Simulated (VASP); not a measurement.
# SiO2 (quartz): computed properties

The numbers are results of PBE GGA, VASP's PBE PAW potentials (set 64) (plane waves; VASP), not measurements.

For SiO$_{2}$, the space group is P3_221 (154), the cell comes out as a = 5.010 Å, b = 5.010 Å, c = 5.504 Å, α = 90.00°, β = 90.00°, γ = 120.00° and the volume per atom is 13.30 Å³/atom. The band gap (over mesh and band path) comes out as 5.69 eV and the smallest direct gap (over mesh and band path) comes out as 5.98 eV. The band-edge character is indirect, K to Γ and the density comes out as 2.50 g/cm³. The mean ε∞ (independent particles) is 2.49.

```yaml
crystal:
  lattice:
    - [2.50524, -4.33921, 0.00000]
    - [2.50524, 4.33921, 0.00000]
    - [0.00000, 0.00000, 5.50378]
  atoms:
    - { symbol: Si, position: [0.00000, 0.47481, 0.33333] }
    - { symbol: Si, position: [0.52519, 0.52519, 0.00000] }
    - { symbol: Si, position: [0.47481, 0.00000, 0.66667] }
    - { symbol: O, position: [0.25894, 0.41476, 0.20770] }
    - { symbol: O, position: [0.58524, 0.84418, 0.87437] }
    - { symbol: O, position: [0.74106, 0.15582, 0.45897] }
    - { symbol: O, position: [0.84418, 0.58524, 0.12563] }
    - { symbol: O, position: [0.41476, 0.25894, 0.79230] }
    - { symbol: O, position: [0.15582, 0.74106, 0.54103] }
```

Measured: gap 9.70 eV (computed value off by -4.01 eV), as given by Wei Chen et al., Physical Review Materials (2018), doi:10.1103/physrevmaterials.2.073803 [computed exciton binding energy of 1.2 eV added to the absorption spectrum's value]; a 4.914 Å at 298 K (computed value off by +2.0 %), c 5.405 Å at 298 K (computed value off by +1.8 %), as given by John P. Sutter et al., (2016), arXiv:1612.07049. The calculation is for a static lattice, while the measured a, c hold thermal and zero-point effects, which are part of the difference.

The compound is SiO2 in the quartz structure. It was relaxed first, which changed the volume by +6 %. Symmetry was kept, so distortions that lower it aren't found.
